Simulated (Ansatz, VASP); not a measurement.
**One calculation of Li2ICl, two programs**

```xyz
4
Lattice="4.0327 0.0000 0.0000 0.0000 4.0327 0.0000 0.0000 0.0000 5.5934" Properties=species:S:1:pos:R:3 pbc="T T T"
Li    0.0000    0.0000    0.0000
Li    2.0163    2.0163    2.7967
I     2.0163    2.0163    0.0000
Cl    0.0000    0.0000    2.7967
```

Alike in both runs: functional PBE; k mesh 6 × 6 × 4; no spin polarisation.

Ansatz relaxed the structure, and its values are those at the end. VASP's run is a single point on that final structure, the one shown.

|  | VASP | Ansatz |
| --- | --- | --- |
| version | VASP 6.6.1 | Ansatz 0.2.0 |
| potentials or method | VASP PAW PBE potentials, release 64 (Li_sv, I, Cl) | scalar-relativistic, plane waves, PAW |
| plane-wave cutoff (eV) | 520 | 420 |
| occupations | gaussian, width 0.01 eV | fixed |
| valence electrons in the cell | 20 | 30 |

VASP gave:

* gap on the k mesh at the Fermi level (eV): 4.63
* least direct gap on the mesh (eV): 4.64

Estimate Ansatz's values.

gap on the k mesh at the Fermi level (eV): 4.63; least direct gap on the mesh (eV): 4.65.

The two sets of potentials don't hold the same shells in valence.

Caveats: spin-orbit coupling is left out, which moves the levels of the heavy elements. A k mesh can miss the band edges.
